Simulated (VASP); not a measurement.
An input for Quantum ESPRESSO's pw.x (written as the equivalent of a VASP run, and not itself run):

```
&CONTROL
  calculation = 'scf'
  pseudo_dir = './pseudo'
  outdir = './out'
  tprnfor = .true.
  tstress = .true.
/
&SYSTEM
  ibrav = 0
  nat = 2
  ntyp = 2
  ecutwfc = 92
  occupations = 'tetrahedra'
  input_dft = 'pbe'
  vdw_corr = 'grimme-d3'
  dftd3_version = 3
  dftd3_threebody = .false.
/
&ELECTRONS
  conv_thr = 7.3e-09
  electron_maxstep = 100
/
ATOMIC_SPECIES
  Zn 65.380 Zn.upf
  Cu 63.546 Cu.upf
CELL_PARAMETERS angstrom
     2.9101879    0.0000000    0.0000000
     0.0000000    2.9101879    0.0000000
     0.0000000    0.0000000    2.9101879
ATOMIC_POSITIONS crystal
  Zn   0.5000000  0.5000000  0.5000000
  Cu   0.0000000  0.0000000  0.0000000
K_POINTS automatic
  14 14 14 0 0 0
```

Q: Write the VASP files for the same calculation (PBE-D3 (zero damping)).

A: One answer among several that fit: 
### INCAR
```
ALGO=Normal
EDIFF=1E-7
ENCUT=520
GGA=PE
ISIF=2
ISMEAR=-5
IVDW=11
LASPH=.True.
LCHARG=.True.
LMAXMIX=4
LORBIT=11
LREAL=.False.
LWAVE=.False.
NEDOS=601
NELM=100
PREC=Accurate
SYSTEM=CuZn
```

**KPOINTS**
```
Automatic mesh
0
Gamma
14 14 14
0 0 0
```

POSCAR:
```
CuZn
1
    2.9101879286     0.0000000000     0.0000000000
    0.0000000000     2.9101879286     0.0000000000
    0.0000000000     0.0000000000     2.9101879286
Zn Cu
1 1
Direct
  0.5000000000   0.5000000000   0.5000000000
  0.0000000000   0.0000000000   0.0000000000
```

POTCAR, in this order: Zn Cu (PBE.64 set). Program: vasp_std.

Limits of the translation: the potentials are each code's own (VASP's PAW set, PseudoDojo norm-conserving files in pw.x), so ENCUT and ecutwfc are chosen apart and not converted; conv_thr bounds pw.x's estimated SCF error, while EDIFF bounds the energy change between steps.

The compound is CuZn in the CsCl type structure. It was relaxed first.
